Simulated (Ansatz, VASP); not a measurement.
## Cross-check of W2CO2 (W2CO2 MXene, 1 layer) between VASP and Ansatz

Wanted: the spread between two codes on one cell, functional and k mesh. Of the first pair: The structure shown is the start of the Ansatz relaxation below; VASP solves that cell, so the two are compared at the walk's first step.

Main program and level: Ansatz 0.2.0; plane waves, with VASP 6.6.1 beside it; single point at PBE.

### Step 1. Starting point

The cell holds 5 atoms: 2 O, 2 W and 1 C. Cell: a = 3.125 Å, b = 3.125 Å, c = 19.684 Å, α = 90.0°, β = 90.0°, γ = 120.0°. Vacuum lies along c.

### Step 2. Ansatz: relaxation, PBE

Ansatz runs on its default PAW (the set named soft_2) files.

The two programs are compared at the cell with which this relaxation starts, whose forces are those of its first step.

Input file input.yaml:

```yaml
crystal:
  lattice:
    - [3.125408, 0.0, 0.0]
    - [-1.562704, 2.7066827252, 0.0]
    - [0.0, 0.0, 19.6843915819]
  atoms:
    - { symbol: O, position: [0.3333333333, 0.6666666667, 0.3810125382] }
    - { symbol: W, position: [0.6666666667, 0.3333333333, 0.4373512397] }
    - { symbol: C, position: [0.0, 0.0, 0.5] }
    - { symbol: W, position: [0.3333333333, 0.6666666667, 0.5626487603] }
    - { symbol: O, position: [0.6666666667, 0.3333333333, 0.6189874618] }
kpoints:
  mp_grid: { grid: [12, 12, 1] }
hamiltonian:
  xc: pbe
scf:
  occupations: { method: fermi_dirac, width: 0.05 }
  convergence: { dr2_threshold: 1.0e-08 }
efield:
  axis: 3
  dipole_correction: true
  ramp_position: 0.97
  ramp_width: 0.04
relax:
  f_tol: 0.01
  cell: { fix: [c, alpha, beta] }
output:
  write_potential: true
  write_density: true
  volumetric_format: npy
```

Run with:

```sh
$ ansatz run input.yaml --threads 2 --pin off --max-ram 4096MiB --backend cpu --events-out ev --progress --plain --runs-dir out
```

Numbers of over 12 decimals in the logs are rounded to 6 here.

The log of the run:

```text
Warning: relax.cell: scf.convergence.dr2_threshold = 1e-8 eV is looser than the 5e-10 eV advised for a relaxation that steers and ends on the stress (1e-10 eV for each atom of the cell: 5). What an SCF threshold leaves in a stress goes as its square root, and in the free energy as the threshold itself, and one threshold admits the most on a small cell: [figures from the program's tests cut] Set scf.convergence.dr2_threshold to 5e-10 eV or tighter. The threshold is an SCF's pass mark: one that does not reach it within its budget of iterations ends unconverged, or closes short of it on a stop that the run arms, and scf.convergence.dr2_threshold's page says what that costs each kind of run
Engine: ansatz 0.2.0, x86_64-unknown-linux-gnu
Pseudopotentials: kind: paw
Pseudopotential: O, paw, valence charge 6, recommended cutoff 420 eV (normal), O.paw.azcp
Pseudopotential: W, paw, valence charge 14, recommended cutoff 420 eV (normal), W.paw.azcp
Pseudopotential: C, paw, valence charge 4, recommended cutoff 420 eV (normal), C.paw.azcp
Functional definition: PBE
  parameter kappa = 0.804
  parameter beta = 0.066725
  exchange = pbe_x(kappa = kappa, mu = beta*pi^2/3)
  correlation = pbe_c(beta = beta)
Crystal: 5 atoms, lattice volume = 166.520 Å³
Basis set: ecut = 420 eV, 3221 PW (Γ), exchange–correlation on 48×48×270 points (8 copies of the dense FFT grid, shifted against one another)
Bands: 27, of which v1, the nominal top of the filled ones, is band 22 counted from 1 (21 counted from 0)
Symmetry: 6 space group operations
k-points: 19 of 144 (time reversal used)
Non-local potential: O, projectors of the file, l = 0: 2, l = 1: 2, l = 2: 1
Non-local potential: W, projectors of the file, l = 0: 3, l = 1: 2, l = 2: 2, l = 3: 1
Non-local potential: C, projectors of the file, l = 0: 2, l = 1: 2, l = 2: 1
PAW form: soft (Blöchl's): semilocal exchange-correlation on the pseudo side does not see the compensation charge
PAW one-centre angular grid: O, 110 points (default); XC on 64 Gauss nodes
PAW one-centre angular grid: W, 590 points (default); XC on 64 Gauss nodes
PAW one-centre angular grid: C, 110 points (default); XC on 64 Gauss nodes
Initial density: superposition of atomic densities (neutral atoms: chi_scale 0, normalization atom), corrected by the library's trained network
Initial wavefunctions: pseudopotential atomic-orbital guess
Functional: x = pbe(κ = 0.804, μ = 0.219515), c = pbe(β = 0.066725)
SCF iter   1: F=—  HF=-22154.357505 eV  |F-HF|=—  |Δ(HF+E_count)|=         —  Δρ=6.00e-3  dr2=8.47e-2  ethr=1.77e-3  p=-0.000 e·Å  D=-3.35e-4 V/Å  ΔV_dip=0.01 eV  dr2_dipole=1.45e-6  V_vac-E_F(+/−)=5.73/5.72 eV  ⟨swp⟩=9.2  Hψ=3034  notcnv=0
efield: sawtooth ramp at fractional position 0.9700 (set: `efield.ramp_position`, or a place that a band, a saddle search or an elastic batch's reference lends), width 0.0400; the density the first Hamiltonian is built on has a dipole p = -0.000 e·Å; the dipole correction subtracts the counter field D = -3.35e-4 V/Å, which shifts the + side's vacuum level by +0.01 eV against the − side's; the planar-averaged density in the ramp window peaks in size at 2.6e-5 e/Å³
preconditioner: auto → LDOS  [metal: Δε(μ)=0.027 eV  Ē_g=9.011 eV  σ=0.050 eV  W_gap=0.14  n_scr=12 (ndim 8)  ℏωp=15.2 eV  f_vac=0.637  D(μ)=3.68/eV (n_scr^D=12)  β→1.0]
SCF iter   2: F=—  HF=-22154.347927 eV  |F-HF|=—  |Δ(HF+E_count)|=   9.58e-3  Δρ=3.49e-3  dr2=1.73e-2  ethr=1.93e-4  p=-0.000 e·Å  D=-1.03e-4 V/Å  ΔV_dip=0.00 eV  dr2_dipole=1.07e-6  V_vac-E_F(+/−)=5.35/5.35 eV  ⟨swp⟩=3.2  Hψ=1121  notcnv=0
SCF iter   3: F=—  HF=-22154.344839 eV  |F-HF|=—  |Δ(HF+E_count)|=   3.09e-3  Δρ=1.23e-3  dr2=1.98e-3  ethr=3.94e-5  p=-0.000 e·Å  D=-4.47e-5 V/Å  ΔV_dip=0.00 eV  dr2_dipole=2.73e-7  V_vac-E_F(+/−)=5.44/5.44 eV  ⟨swp⟩=2.9  Hψ=1233  notcnv=0
SCF iter   4: F=—  HF=-22154.344433 eV  |F-HF|=—  |Δ(HF+E_count)|=   4.07e-4  Δρ=1.65e-4  dr2=6.85e-5  ethr=4.51e-6  p=-0.000 e·Å  D=-1.92e-5 V/Å  ΔV_dip=0.00 eV  dr2_dipole=7.18e-8  V_vac-E_F(+/−)=5.42/5.42 eV  ⟨swp⟩=2.1  Hψ=778  notcnv=0
SCF iter   5: F=—  HF=-22154.344467 eV  |F-HF|=—  |Δ(HF+E_count)|=   3.40e-5  Δρ=5.13e-5  dr2=3.73e-6  ethr=1.56e-7  p=-0.000 e·Å  D=-5.13e-6 V/Å  ΔV_dip=0.00 eV  dr2_dipole=6.77e-9  V_vac-E_F(+/−)=5.41/5.41 eV  ⟨swp⟩=3.1  Hψ=1009  notcnv=0
SCF iter   6: F=—  HF=-22154.344395 eV  |F-HF|=—  |Δ(HF+E_count)|=   7.16e-5  Δρ=1.15e-5  dr2=1.64e-7  ethr=8.49e-9  p=-0.000 e·Å  D=-3.55e-6 V/Å  ΔV_dip=0.00 eV  dr2_dipole=1.39e-9  V_vac-E_F(+/−)=5.41/5.41 eV  ⟨swp⟩=2.1  Hψ=907  notcnv=0
[...]
SCF 6 converged in 6 iterations: F = -22154.798321 eV  dr2 = 2.33e-9
relax step   6: F+E_penalty+E_count = -22154.79832066 eV  Δ(F+E_penalty+E_count) = -1.168e-3 eV  max|allowed force component| = 5.399e-3 eV/Å  Δτ_max = 0.0074 Å  P = +0.011 GPa  Ω = 165.136 Å³  energy of the carried Pulay correction = +1.735e-3 eV  fix = [c, alpha, beta]  reactions: c +0.030 GPa  (6 SCF iters, accepted)
Initial wavefunctions: pseudopotential atomic-orbital guess (no wavefunctions were taken with the density)
iter 1 solved again at ethr=3.77e-7 eV; its pass at ethr=3.10e-3 eV (dr2=1.66e-4 eV) is discarded
SCF iter   1: F=—  HF=-22154.796797 eV  |F-HF|=—  |Δ(HF+E_count)|=         —  Δρ=3.97e-5  dr2=4.17e-7  ethr=3.77e-7  p=0.000 e·Å  D=6.64e-6 V/Å  ΔV_dip=-0.00 eV  dr2_dipole=7.06e-12  V_vac-E_F(+/−)=5.83/5.83 eV  ⟨swp⟩=4.6  Hψ=4743  notcnv=0
efield: sawtooth ramp at fractional position 0.9700 (set: `efield.ramp_position`, or a place that a band, a saddle search or an elastic batch's reference lends), width 0.0400; the density the first Hamiltonian is built on has a dipole p = 0.000 e·Å; the dipole correction subtracts the counter field D = 6.64e-6 V/Å, which shifts the + side's vacuum level by -0.00 eV against the − side's; the planar-averaged density in the ramp window peaks in size at 5.8e-6 e/Å³
preconditioner: auto → LDOS  [insulator: Δε(μ)=0.232 eV  Ē_g=9.322 eV  σ=0.050 eV  W_gap=0.62  n_scr=12 (ndim 8)  ℏωp=15.3 eV  f_vac=0.648  D(μ)=1.30/eV (n_scr^D=6)  ε∞_Penn≈3.7  β→1.0]
SCF iter   2: F=—  HF=-22154.796683 eV  |F-HF|=—  |Δ(HF+E_count)|=   1.14e-4  Δρ=2.20e-5  dr2=6.26e-7  ethr=9.48e-10  p=0.000 e·Å  D=7.26e-6 V/Å  ΔV_dip=-0.00 eV  dr2_dipole=3.60e-11  V_vac-E_F(+/−)=5.83/5.83 eV  ⟨swp⟩=4.3  Hψ=1453  notcnv=0
SCF iter   3: F=—  HF=-22154.796683 eV  |F-HF|=—  |Δ(HF+E_count)|=   1.08e-7  Δρ=8.76e-6  dr2=1.28e-7  ethr=9.48e-10  p=0.000 e·Å  D=6.61e-6 V/Å  ΔV_dip=-0.00 eV  dr2_dipole=9.82e-13  V_vac-E_F(+/−)=5.83/5.83 eV  ⟨swp⟩=2.6  Hψ=833  notcnv=0
SCF iter   4: F=-22154.796683 eV  HF=-22154.796683 eV  |F-HF|=5.40e-9  |Δ(HF+E_count)|=   9.95e-9  Δρ=2.21e-6  dr2=6.74e-9  ethr=2.27e-11  p=0.000 e·Å  D=6.63e-6 V/Å  ΔV_dip=-0.00 eV  dr2_dipole=1.48e-12  V_vac-E_F(+/−)=5.83/5.83 eV  ⟨swp⟩=13.8  Hψ=4975  notcnv=0
SCF 7 converged in 4 iterations: F = -22154.796683 eV  dr2 = 6.74e-9
relax step   7: F+E_penalty+E_count = -22154.79668267 eV  Δ(F+E_penalty+E_count) = +1.638e-3 eV  max|allowed force component| = 5.285e-3 eV/Å  Δτ_max = 0.0000 Å  P = -0.004 GPa  Ω = 165.136 Å³  fix = [c, alpha, beta]  reactions: c +0.023 GPa  stress off target by 1.79e-2 GPa on what of the cell is left free  SCF on the basis re-selected at this cell (its energy is not comparable with the rows above)  (4 SCF iters)
basis re-selected at this cell: Δ(F+E_penalty+E_count) = +1.638e-3 eV, ΔP = -0.016 GPa vs the last step (what re-selecting the basis moved, of the pressure what is left beyond the Pulay correction that the steps carried, after the strain that the cell walked since its last selection, with what the two solves' SCF thresholds leave and, on support functions, any second-order correction that the steps lacked; it is no m [...]
WARN: The output density's exchange-correlation potential varies sharply where the density is thin. Do not read a vacuum level from v_tot or v_xc, or from such a field of the output density. On a cell that repeats whose density bears no net charge and no dipole along the vacuum's axis use v_es (v_loc + v_h of the components); under efield.dipole_correction with no amplitude use v_es + v_field, which holds any externa [...]
SCF converged after 4 iterations
Free energy (F): -22154.796683 eV
Harris-Foulkes:  -22154.796683 eV  (|F-HF|=5.40e-9)
Internal energy: -22154.785837 eV  (E = F + TS)
E sigma→0 (E₀):  -22154.791260 eV
Entropy (-TS):   -0.010846 eV (-2.169 meV/atom)
Fermi energy:    1.731215 eV
Dipole field:    D = 0.000008 V/Å  (p = 0.000008 e·Å, saw-weighted, corrected)
Work function:   Φ+ = 5.8295 eV   Φ− = 5.8296 eV
Levels:          The Fermi level and band energies are counted from a zero that moves with the ramp; work functions are not
--- Per-component energies (eV) ---
  E_band       = -920.947859
  E_kinetic    = 1341.838386
  E_local      = -38500.699505  (includes V_loc(G=0)·N_el)
  E_nonlocal   = 121.807978
  E_hartree    = 18584.285854
  E_xc         = -729.986977
  E_vxc        = -726.024443  (∫ρ·V_xc dr)
  E_paw        = -17538.919721  (= ΣΔE_a)
  E_vpaw       = -326.451983  (= ΣTr[D̂ρ^β])
  E_aug_tail   = 0.004698  (compensation charges beyond the density's cutoff)
  E_efield     = 0.000000  (sawtooth field / dipole correction)
  E_vefield    = -0.000073  (∫n·V_field dr)
  E_ewald      = 14566.883450
  E_smearing   = -0.010846  (= −TS)
  E_closure    = 0.000000  (closes the sum)
  Σ components = -22154.796683   (vs F -22154.796683, Δ=0.00e0)
--- Forces (eV/Å), atoms counted from 1 ---
  atom   1  O      0.00000000    -0.00000000    -0.00528484
  atom   2  W      0.00000000     0.00000000    -0.00068408
  atom   3  C      0.00000000     0.00000000     0.00000094
  atom   4  W      0.00000000    -0.00000000     0.00068178
  atom   5  O      0.00000000     0.00000000     0.00528509
  max |Σ_I F_I| component: 1.10e-6 eV/Å
--- Stress (GPa, compression-positive) ---
       -0.017893      -0.000000       0.000000
       -0.000000      -0.017893      -0.000000
        0.000000      -0.000000       0.022982
  P = ⅓ Tr σ = -0.0043 GPa (-0.043 kbar)
--- Band table (eV; the first three rows and the last of 19) ---
  k-point 0: bands = [... 18 lower, -1.1257, -1.1257, -0.8770, -0.8770, 0.9139, 2.3934, 2.3934, 3.1366, ... 1 higher]
  k-point 1: bands = [... 18 lower, -1.7754, -1.0937, -0.4835, -0.2160, 1.0084, 2.4941, 2.5050, 3.2820, ... 1 higher]
  k-point 2: bands = [... 18 lower, -2.3372, -1.2076, -0.5236, 0.4189, 1.4246, 2.6638, 2.8833, 3.6321, ... 1 higher]
  k-point 18: bands = [... 18 lower, -2.8453, -2.8453, 0.9976, 1.0886, 1.0886, 3.5396, 3.5396, 4.2420, ... 1 higher]
--- Relaxed structure (6 steps of the walk, 6 accepted, 1 SCFs on fresh bases) ---
  F+E_penalty+E_count = -22154.79668267 eV   max|allowed force component| = 5.285e-3 eV/Å   (the final SCF, on the basis selected at the relaxed cell)
  cell:  # Å, volume = 165.1364 Å³
    - [3.112397, 0, 0]
    - [-1.556199, 2.695415, 0]
    - [0, 0, 19.6843915819]
  atoms:
    - { symbol: O, position: [0.333333, 0.666667, 0.386265] }
    - { symbol: W, position: [0.666667, 0.333333, 0.443901] }
    - { symbol: C, position: [0, 0, 0.500000] }
    - { symbol: W, position: [0.333333, 0.666667, 0.556099] }
    - { symbol: O, position: [0.666667, 0.333333, 0.613735] }
```

Reading the cycles: dr2 is the Hartree energy of the density residual (eV), the measure of convergence; HF is the Harris–Foulkes estimate of the energy, which meets the free energy F at convergence.

(Part 1 of 2 ends here.)

[Lines on the potential files, build, host, timing and source positions are cut from VASP's logs without a mark.]

[Logs are printed without paths, hosts, clocks, repeated set-up lines and the standing remarks that a program may print on its own settings, such as how far it seeks lower states.]

[Hosts, paths, dates, database ids (printed as entryN), source tags and the programs' standing remarks are cut or masked in the printed files.]
